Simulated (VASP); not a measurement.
```xyz
2
Lattice="0.0000 2.7755 2.7755 2.7755 0.0000 2.7755 2.7755 2.7755 0.0000" Properties=species:S:1:pos:R:3 pbc="T T T"
Pb     0.0000     0.0000     0.0000
S      2.7755     2.7755     2.7755
```

The numbers are results of r2SCAN meta-GGA, VASP's PBE PAW potentials (set 64) (plane waves; VASP), not measurements. Settings: 480 eV cut-off, 8×8×8 Γ-centred mesh, Gaussian smearing of 0.050 eV, potentials Pb_d S.

Unless said otherwise, spin-orbit coupling is left out, though it shifts the bands of the heavy elements here.

**Question.** Predict the energy per atom (σ→0), pressure, band gap (on the k-mesh) with the smallest direct gap where there is one.

**Answer.** 
| Quantity | Result |
|---|---|
| band gap (on the k-mesh) | 0.40 eV |
| smallest direct gap (on the k-mesh) | 0.40 eV |
| energy per atom (σ→0) | -32.531 eV/atom |
| pressure | 19.98 GPa |

The compound is PbS in the rock salt structure. It was relaxed first under an external pressure of 20 GPa.
